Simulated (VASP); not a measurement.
Consider the following.

```
CELL_PARAMETERS angstrom
      4.34187     0.00000     0.00000
      0.00000     4.34187     0.00000
      0.00000     0.00000     2.81675
ATOMIC_POSITIONS crystal
  Mn 0.00000 0.00000 0.00000
  Mn 0.50000 0.50000 0.50000
  O  0.30291 0.30291 0.00000
  O  0.80291 0.19709 0.50000
  O  0.19709 0.80291 0.50000
  O  0.69709 0.69709 0.00000
```
Starting moments (μB, in the order of the record's atoms Mn Mn O O O O): 2.4 -2.4 0.0 0.0 0.0 0.0.

Calculation: PBEsol GGA, VASP's PBE PAW potentials (set 64) (plane waves; VASP). Run with 620 eV cut-off, 7×7×11 Γ-centred mesh, first-order Methfessel-Paxton smearing of 0.10 eV, potentials Mn_pv O.

Problem. Estimate the cell moment, energy per atom (σ→0), pressure, band gap (on the k-mesh) with the smallest direct gap where there is one.

Solution. 
```
Property                                                    Result
------------------------  ----------------------------------------
band gap (on the k-mesh)  none (metal, semimetal or under 0.01 eV)
cell moment                                                0.00 μB
energy per atom (σ→0)                               -8.433 eV/atom
pressure                                                  5.01 GPa
```

Problem. Give the moment on each site (PAW-sphere projection).

Solution. 
| site | moment (μB) |
|---|---|
| Mn1 | 2.39 |
| Mn2 | -2.39 |
| O3 | -0.05 |
| O4 | 0.05 |
| O5 | 0.05 |
| O6 | -0.05 |

Total energies compare only between runs with the same potentials, cut-off and functional.

The compound is MnO2 in the rutile structure. It was relaxed first under an external pressure of 5 GPa.
